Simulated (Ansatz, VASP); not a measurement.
# Hf2SeS3 in two plane-wave programs

Aim: how closely do two programs agree when they are given the same cell, functional and k mesh? The cell is invented: As first built, before any earlier steps moved the atoms (in the runner's words): it takes the HfTeS structure with some of its atoms replaced by other elements, volume scaled by an estimate. It may not be a known or stable phase. The cell is taken from a series of VASP runs on this material, whose earlier steps may have relaxed, scaled or displaced it; both programs get it as it stands.

Main program and level: Ansatz 0.2.0; plane waves, with VASP 6.6.1 beside it; single point at PBE.

## (1) The structure

Symmetry: Pm, No. 6, monoclinic system. Conventional cell: a = 6.356 Å, b = 3.686 Å, c = 6.609 Å, α = 90.00°, β = 90.08°, γ = 90.00°. Nearest to Hf lie 4 S at 2.55 Å and 2 Se at 2.69 Å. Nearest to Hf lie 5 S at 2.55 to 2.56 Å and 1 Se at 2.68 Å. Nearest to Se lie 3 Hf at 2.68 to 2.69 Å. Nearest to S lie 3 Hf at 2.55 to 2.56 Å. Nearest to S lie 3 Hf at 2.55 Å. Nearest to S lie 3 Hf at 2.55 Å. As first built, before any earlier steps moved the atoms (in the runner's words): sites of the HfTeS structure (space group 156) filled with other elements, volume scaled by an estimate. Farther neighbours and most contacts between anions are not listed.

## (2) Ansatz: single point, PBE

Ansatz runs on its default PAW (the set named soft_2) files.

A single point gives forces, pressure and levels at one fixed geometry, so differences don't come from the geometry; what else differs is listed under the comparison.

input.yaml

```yaml
crystal:
  lattice:
    - [6.609014924, 0.0, -0.0043966957]
    - [0.0, 3.6861377657, 0.0]
    - [-0.0046099382, 0.0, 6.3560753403]
  atoms:
    - { symbol: Hf, position: [0.9941615731, 0.0, 0.3309824813] }
    - { symbol: Hf, position: [0.9941280014, 0.5, 0.8357588405] }
    - { symbol: Se, position: [0.2411806418, 0.5, 0.5009029862] }
    - { symbol: S, position: [0.7806742379, 0.0, 0.6648928846] }
    - { symbol: S, position: [0.7790337768, 0.5, 0.1681910131] }
    - { symbol: S, position: [0.210819769, 0.0, 0.9992717944] }
hamiltonian:
  xc: pbe
  pseudopotentials: { kind: paw }
kpoints:
  mp_grid: { grid: [3, 5, 3] }
scf:
  occupations: { method: fermi_dirac, width: 0.05 }
  n_extra_bands: 5
output:
  forces: true
  stress: true
  eigenvalues: true
```

Command:

```
ansatz run input.yaml --threads 4 --pin off --max-ram 9216MiB --backend cpu --events-out ev --progress --plain --runs-dir out
```

Numbers of over 12 decimals in the logs are rounded to 6 here.

Output:

```text
scf.n_extra_bands = 5 over 43 filled bands (N_el = 86.0): the run solves 48 bands
Engine: ansatz 0.2.0, aarch64-unknown-linux-gnu
Pseudopotentials: kind: paw
Pseudopotential: Hf, paw, valence charge 26, recommended cutoff 420 eV (normal), Hf.paw.azcp
Pseudopotential: Se, paw, valence charge 16, recommended cutoff 420 eV (normal), Se.paw.azcp
Pseudopotential: S, paw, valence charge 6, recommended cutoff 420 eV (normal), S.paw.azcp
Functional definition: PBE
  parameter kappa = 0.804
  parameter beta = 0.066725
  exchange = pbe_x(kappa = kappa, mu = beta*pi^2/3)
  correlation = pbe_c(beta = beta)
Crystal: 6 atoms, lattice volume = 154.845 Å³
Basis set: ecut = 420 eV, 3047 PW (Γ), exchange–correlation on 90×50×90 points (8 copies of the dense FFT grid, shifted against one another)
Bands: 48, of which v1, the nominal top of the filled ones, is band 43 counted from 1 (42 counted from 0)
Symmetry: 2 space group operations
Space group: Pm (ITA 6), of the structure as read, at distance tolerance 5.4e-5 Å
k-points: 15 of 45 (time reversal used)
Non-local potential: Hf, projectors of the file, l = 0: 3, l = 1: 2, l = 2: 2, l = 3: 3
Non-local potential: Se, projectors of the file, l = 0: 2, l = 1: 2, l = 2: 3, l = 3: 1
Non-local potential: S, projectors of the file, l = 0: 2, l = 1: 2, l = 2: 2
PAW form: soft (Blöchl's): semilocal exchange-correlation on the pseudo side does not see the compensation charge
PAW one-centre angular grid: Hf, 590 points (default); XC on 64 Gauss nodes
PAW one-centre angular grid: Se, 590 points (default); XC on 64 Gauss nodes
PAW one-centre angular grid: S, 110 points (default); XC on 64 Gauss nodes
Initial density: superposition of atomic densities (neutral atoms: chi_scale 0, normalization atom), corrected by the library's trained network
Initial wavefunctions: pseudopotential atomic-orbital guess
Functional: x = pbe(κ = 0.804, μ = 0.219515), c = pbe(β = 0.066725)
SCF iter   1: F=—  HF=-39627.063731 eV  |F-HF|=—  |Δ(HF+E_count)|=         —  Δρ=1.57e-3  dr2=6.44e-3  ethr=1.77e-3  ⟨swp⟩=6.1  Hψ=2513  notcnv=0
preconditioner: auto → Resta (q_TF=auto, 2.474 Å⁻¹)  ε∞=5.5  [insulator: Δε(μ)=0.997 eV  Ē_g=10.844 eV  σ=0.050 eV  W_gap=1.00  n_scr=38 (ndim 8)  ℏωp=23.1 eV  f_vac=0.190  D(μ)=0.00/eV (n_scr^D=0)  ε∞_Penn≈5.5]
SCF iter   2: F=—  HF=-39627.062167 eV  |F-HF|=—  |Δ(HF+E_count)|=   1.56e-3  Δρ=9.05e-4  dr2=1.33e-3  ethr=7.49e-6  ⟨swp⟩=2.0  Hψ=1347  notcnv=0
SCF iter   3: F=—  HF=-39627.062623 eV  |F-HF|=—  |Δ(HF+E_count)|=   4.57e-4  Δρ=2.51e-4  dr2=2.27e-4  ethr=1.54e-6  ⟨swp⟩=3.0  Hψ=1331  notcnv=0
SCF iter   4: F=—  HF=-39627.062668 eV  |F-HF|=—  |Δ(HF+E_count)|=   4.46e-5  Δρ=9.60e-5  dr2=2.46e-5  ethr=2.64e-7  ⟨swp⟩=2.0  Hψ=1156  notcnv=0
SCF iter   5: F=—  HF=-39627.062772 eV  |F-HF|=—  |Δ(HF+E_count)|=   1.05e-4  Δρ=6.25e-5  dr2=9.80e-6  ethr=2.86e-8  ⟨swp⟩=2.0  Hψ=1357  notcnv=0
SCF iter   6: F=—  HF=-39627.062782 eV  |F-HF|=—  |Δ(HF+E_count)|=   9.37e-6  Δρ=2.27e-5  dr2=1.47e-6  ethr=1.14e-8  ⟨swp⟩=2.0  Hψ=1160  notcnv=0
SCF iter   7: F=—  HF=-39627.062784 eV  |F-HF|=—  |Δ(HF+E_count)|=   1.97e-6  Δρ=8.06e-6  dr2=2.06e-7  ethr=1.71e-9  ⟨swp⟩=2.0  Hψ=1331  notcnv=0
SCF iter   8: F=-39627.062784 eV  HF=-39627.062784 eV  |F-HF|=2.73e-8  |Δ(HF+E_count)|=   3.21e-7  Δρ=3.34e-6  dr2=2.70e-8  ethr=1.16e-10  ⟨swp⟩=6.0  Hψ=2892  notcnv=0
SCF 1 converged in 8 iterations: F = -39627.062784 eV  dr2 = 2.70e-8
  greatest PAW one-centre occupation: 1.000 electrons in one spin orbital (limit 2), on the Se atom at site 2 (counted from 0), in its partial waves of l = 2
SCF converged after 8 iterations
Free energy (F): -39627.062784 eV
Harris-Foulkes:  -39627.062784 eV  (|F-HF|=2.73e-8)
Internal energy: -39627.062776 eV  (E = F + TS)
E sigma→0 (E₀):  -39627.062780 eV
Entropy (-TS):   -0.000008 eV (-0.001 meV/atom)
Fermi energy:    8.319589 eV
--- Per-component energies (eV) ---
  E_band       = -907.095603
  E_kinetic    = 1278.768353
  E_local      = -20767.413074  (includes V_loc(G=0)·N_el)
  E_nonlocal   = -2998.827556
  E_hartree    = 9707.905862
  E_xc         = -994.638049
  E_vxc        = -891.399638  (∫ρ·V_xc dr)
  E_paw        = -17564.919609  (= ΣΔE_a)
  E_vpaw       = 3055.968679  (= ΣTr[D̂ρ^β])
  E_aug_tail   = -0.000579  (compensation charges beyond the density's cutoff)
  E_ewald      = -8287.938123
  E_smearing   = -0.000008  (= −TS)
  E_closure    = 0.000000  (closes the sum)
  Σ components = -39627.062784   (vs F -39627.062784, Δ=0.00e0)
--- Forces (eV/Å), atoms counted from 1 ---
  atom   1  Hf    -0.00614292     0.00000000     0.02744174
  atom   2  Hf     0.00624062    -0.00000000    -0.02830345
  atom   3  Se     0.04583460    -0.00000000    -0.00215790
  atom   4  S     -0.05045825     0.00000000     0.00250641
  atom   5  S     -0.04248130     0.00000000     0.00269654
  atom   6  S      0.04701901    -0.00000000    -0.00218532
  max |Σ_I F_I| component: 1.18e-5 eV/Å
--- Stress (GPa, compression-positive) ---
        0.471498       0.000000      -0.015113
        0.000000       0.414479       0.000000
       -0.015113       0.000000       0.429932
  P = ⅓ Tr σ = 0.4386 GPa (4.386 kbar)
--- Band table (eV; the first three rows and the last of 15) ---
  k-point 0: bands = [... 39 lower, 6.5662, 7.3510, 7.7460, 7.8358, 8.8886, 9.5974, 9.6342, 10.1914, ... 1 higher]
  k-point 1: bands = [... 39 lower, 6.5426, 6.7771, 7.2959, 7.4975, 9.0582, 9.5122, 10.3575, 10.6527, ... 1 higher]
  k-point 2: bands = [... 39 lower, 6.1212, 6.2603, 6.9632, 7.5026, 9.8336, 9.9183, 10.0407, 10.7929, ... 1 higher]
  k-point 14: bands = [... 39 lower, 5.9627, 6.3663, 6.5082, 6.6411, 8.9704, 9.3974, 11.2890, 11.3238, ... 1 higher]
```

Wall time 3.3 s (4 threads of Arm Neoverse V2, shared host); peak memory 0.49 GiB; 11 s of CPU time.

The run ends at a pressure of 0.44 GPa, with forces up to 0.051 eV/Å.

## (3) VASP: single point, PBE

The same cell, functional, mesh and smearing now go to VASP, with its own data sets and cutoff.

Lines of VASP's logs that name or quote its potential files are left out, and so is its time.

INCAR

```
SYSTEM = Hf2SeS3
PREC = Accurate
ENCUT = 400
EDIFF = 1E-06
NELM = 100
ISMEAR = -1
SIGMA = 0.05
LREAL = .FALSE.
ALGO = Normal
GGA = PE
NBANDS = 28
LORBIT = 11
LWAVE = .FALSE.
LCHARG = .TRUE.
ISIF = 2
LELF = .TRUE.
LVHAR = .TRUE.
```

POSCAR

```
Hf2SeS3
1.0
    6.6090149240      0.0000000000     -0.0043966957
    0.0000000000      3.6861377657      0.0000000000
   -0.0046099382      0.0000000000      6.3560753403
Hf Se S
2 1 3
Direct
    0.9941615731      0.0000000000      0.3309824813
    0.9941280014      0.5000000000      0.8357588405
    0.2411806418      0.5000000000      0.5009029862
    0.7806742379      0.0000000000      0.6648928846
    0.7790337768      0.5000000000      0.1681910131
    0.2108197690      0.0000000000      0.9992717944
```

KPOINTS

```
Automatic mesh
0
Gamma
3 5 3
0 0 0
```

PAW data sets: Hf_pv, Se and S (PBE family, release 64).

Command:

```
mpirun -np 2 vasp_std
```

Output:

```text
[banner, memory and clock lines left out]
running    2 mpi-ranks, on    1 nodes
 distrk:  each k-point on    2 cores,    1 groups
 distr:  one band on    1 cores,    2 groups

 POSCAR found type information on POSCAR HfSeS
 POSCAR found :  3 types and       6 ions
 LDA part: xc-table for (Slater+PW92), standard interpolation
 POSCAR, INCAR and KPOINTS ok, starting setup
 FFT: planning ... GRIDC
 FFT: planning ... GRID_SOFT
 FFT: planning ... GRID
 WAVECAR not read
 entering main loop
       N       E                     dE             d eps       ncg     rms          rms(c)
DAV:   1     0.211156258869E+03    0.21116E+03   -0.18939E+04   888   0.113E+03
DAV:   2    -0.326580437339E+02   -0.24381E+03   -0.23806E+03  1080   0.270E+02
DAV:   3    -0.480286857809E+02   -0.15371E+02   -0.15263E+02   992   0.614E+01
DAV:   4    -0.484014833421E+02   -0.37280E+00   -0.37196E+00  1176   0.106E+01
DAV:   5    -0.484081180080E+02   -0.66347E-02   -0.66311E-02  1072   0.139E+00    0.668E+01
DAV:   6    -0.450331907604E+02    0.33749E+01   -0.10827E+01   928   0.126E+01    0.480E+01
DAV:   7    -0.449648635461E+02    0.68327E-01   -0.37196E+00  1000   0.919E+00    0.605E+00
DAV:   8    -0.448584819090E+02    0.10638E+00   -0.56296E-01   912   0.367E+00    0.301E+00
DAV:   9    -0.448533111109E+02    0.51708E-02   -0.90567E-02  1176   0.137E+00    0.159E+00
DAV:  10    -0.448522435198E+02    0.10676E-02   -0.14649E-02   972   0.496E-01    0.761E-01
DAV:  11    -0.448522374500E+02    0.60698E-05   -0.45822E-03  1024   0.284E-01    0.250E-01
DAV:  12    -0.448522155845E+02    0.21865E-04   -0.23044E-04  1012   0.791E-02    0.216E-01
DAV:  13    -0.448522163975E+02   -0.81297E-06   -0.85399E-05  1096   0.387E-02    0.342E-02
DAV:  14    -0.448522233509E+02   -0.69534E-05   -0.94803E-06   976   0.164E-02    0.312E-02
DAV:  15    -0.448522230753E+02    0.27560E-06   -0.13540E-06   668   0.577E-03
   1 F= -.44852223E+02 E0= -.44852219E+02  d E =-.760596E-05
```

Parts of OUTCAR (step 3):

```text
ion  position               nearest neighbor table
   1  0.994  0.000  0.331-   5 2.55   5 2.55   4 2.55   6 2.55   3 2.69   3 2.69   2 3.65   2 3.65
                             2 3.70   2 3.70
   2  0.994  0.500  0.836-   5 2.55   6 2.55   6 2.55   4 2.56   4 2.56   3 2.68   1 3.65   1 3.65
                             1 3.70   1 3.70
   3  0.241  0.500  0.501-   2 2.68   1 2.69   1 2.69
   4  0.781  0.000  0.665-   1 2.55   2 2.56   2 2.56
   5  0.779  0.500  0.168-   1 2.55   1 2.55   2 2.55
   6  0.211  0.000  0.999-   1 2.55   2 2.55   2 2.55

  LATTYP: Found a simple monoclinic cell.
 ALAT       =     6.3560770120
 B/A-ratio  =     0.5799391289
 C/A-ratio  =     1.0397948883
 COS(beta)  =    -0.0013905373

 Subroutine GETGRP returns: Found  2 space group operations
 (whereof  2 operations were pure point group operations)

The static configuration has the point symmetry C_1h.

 Found     15 irreducible k-points:

   k-points           NKPTS =     15   k-points in BZ     NKDIM =     15   number of bands    NBANDS=     28

   dimension x,y,z NGX =    48 NGY =   24 NGZ =   42
   dimension x,y,z NGXF=    96 NGYF=   48 NGZF=   84

   ENCUT  =  400.0 eV  29.40 Ry    5.42 a.u.  10.78  6.01 10.37*2*pi/ulx,y,z

   NELECT =      44.0000    total number of electrons

 k-points in reciprocal lattice and weights: Automatic mesh
   0.00000000  0.00000000  0.00000000       0.022
   0.33333333  0.00000000  0.00000000       0.044
   0.00000000  0.20000000  0.00000000       0.044
   0.33333333  0.20000000  0.00000000       0.089
   0.00000000  0.40000000  0.00000000       0.044
   0.33333333  0.40000000  0.00000000       0.089
   0.00000000  0.00000000  0.33333333       0.044
   0.33333333  0.00000000  0.33333333       0.044
  -0.33333333  0.00000000  0.33333333       0.044
[...]
0.33333333  0.40000000  0.33333333       0.089
  -0.33333333  0.40000000  0.33333333       0.089

 average (electrostatic) potential at core
       1 -40.4975       2 -40.5454       3 -54.8369       4 -88.3758       5 -88.4463
       6 -88.3545

 E-fermi :   2.7567

 k-point     1 :       0.0000    0.0000    0.0000
  band No.  band energies     occupation
    ...
     18       0.5406      2.00000
     19       1.0055      2.00000
     20       1.7801      2.00000
     21       2.1770      1.99998
     22       2.2680      1.99989
     23       3.3304      0.00002
     24       4.0410      0.00000
     25       4.0771      0.00000
     26       4.6282      0.00000
     27       6.0069      0.00000
    ...

 k-point     2 :       0.3333    0.0000    0.0000
  band No.  band energies     occupation
    ...
     18       0.8475      2.00000
     19       1.0536      2.00000
     20       1.0561      2.00000
     21       2.1464      1.99999
     22       2.2446      1.99993
     23       3.2570      0.00009
     24       4.0328      0.00000
     25       4.0692      0.00000
     26       4.8236      0.00000
     27       6.0044      0.00000
    ...

 k-point     3 :       0.0000    0.2000    0.0000
  band No.  band energies     occupation
    ...
     18       0.0569      2.00000
     19       0.5646      2.00000
     20       0.6984      2.00000
     21       1.4023      2.00000
     22       1.9387      2.00000
     23       4.2740      0.00000
     24       4.3569      0.00000
     25       4.4798      0.00000
     26       5.2310      0.00000
     27       5.6595      0.00000
    ...

  Total        0.0614008     -0.0722051     -0.0537486      0.0000000      0.0000000     -0.0120972
  in kB        0.6353122     -0.7471041     -0.5561355      0.0000000      0.0000000     -0.1251691
  external PRESSURE =      -0.2226425 kB  Pullay stress =       0.0000000 kB

  energy-cutoff  :      400.00
  volume of cell :      154.84
      direct lattice vectors                 reciprocal lattice vectors
     6.609014924  0.000000000 -0.004396696     0.151308553  0.000000000  0.000109741
     0.000000000  3.686137766  0.000000000     0.000000000  0.271286659  0.000000000
    -0.004609938  0.000000000  6.356075340     0.000104665  0.000000000  0.157329866

 POSITION                                       TOTAL-FORCE (eV/Angst)
 -----------------------------------------------------------------------------------
      6.56890      0.00000      2.09938        -0.017150      0.000000      0.011967
      6.56635      1.84307      5.30778         0.002586      0.000000     -0.012949
      1.59166      1.84307      3.18272         0.000430      0.000000     -0.001851
      5.15642      0.00000      4.22268         0.012294      0.000000      0.003850
      5.14787      1.84307      1.06561         0.021980      0.000000      0.000658
      1.38870      0.00000      6.35052        -0.020140      0.000000     -0.001674
 -----------------------------------------------------------------------------------
    total drift:                               -0.000139      0.000000      0.000212

  FREE ENERGIE OF THE ION-ELECTRON SYSTEM (eV)
  ---------------------------------------------------
  free  energy   TOTEN  =       -44.8522230753 eV

  energy  without entropy=      -44.8522154693  energy(sigma->0) =      -44.85221927

 total charge
# of ion       s       p       d       tot
------------------------------------------
    1        0.308   6.500   1.416   8.225
    2        0.307   6.501   1.409   8.217
    3        1.461   2.414   0.028   3.903
    4        1.339   2.428   0.000   3.767
    5        1.340   2.428   0.000   3.769
    6        1.341   2.424   0.000   3.765
--------------------------------------------------
tot          6.097  22.696   2.853  31.646

[... 3 further parts left out ...]
```

Harder data sets than Hf_pv exist (the GW ones), and pressures, volumes and forces can shift noticeably with them.

## (4) Side by side

Known differences besides the potentials themselves: the data sets hold 86 valence electrons in Ansatz (default PAW (the set named soft_2) files) and 44 in VASP; the cutoff is 420 eV in Ansatz and 400 eV in VASP; VASP leaves aspherical gradient terms in its spheres out (LASPH is not set), Ansatz keeps them. Total energies have different zeros and are not compared.

Both answers:

```
              quantity  Ansatz   VASP  difference
        pressure (GPa)    0.44  -0.02       +0.46
gap on the k mesh (eV)   0.979  0.989      -0.010
```

At this near-relaxed geometry the largest component of a force difference is 67 meV/Å. A gap on the mesh is an upper bound, since the band edges may lie between its points; neither run holds spin-orbit coupling, which can move the band edges of a compound of Hf.

## (5) Other set-ups

Further runs change the set-up of one program: Ansatz's method, potentials or start, or VASP's data sets, cutoff or form of LDA. The table gives Ansatz less VASP for each quantity, since a change that brings one quantity closer may part another.

```
                                        run  r.m.s. force difference (meV/Å)  pressure (GPa)  gap on the k mesh (eV)
                                   as above                               29            0.46                  -0.010
    Ansatz's larger PAW set (cutoff 620 eV)                               32            0.50                  -0.013
norm-conserving potentials (cutoff 1170 eV)                               29            0.47                  -0.011
```

## (6) Summary of results

```yaml
r_m_s_force_difference_single_point_pbe: 29 meV/Å
```

**Reading.** The r.m.s. force difference is 29 meV/Å (single point, PBE), beyond the 12 meV/Å picked in this series as the mark of a large difference. Single point, PBE, Ansatz's larger PAW set (cutoff 620 eV): the difference in gap on the k mesh goes from -0.010 to -0.013 eV. Such differences can come from data sets, numerical settings and the points named under the comparisons, not from the functional's error against experiment.

[Lines on the potential files, build, host, timing and source positions are cut from VASP's logs without a mark.]

[Logs are printed without paths, hosts, clocks, repeated set-up lines and the standing remarks that a program may print on its own settings, such as how far it seeks lower states.]

[Hosts, paths, dates, database ids (printed as entryN), source tags and the programs' standing remarks are cut or masked in the printed files.]
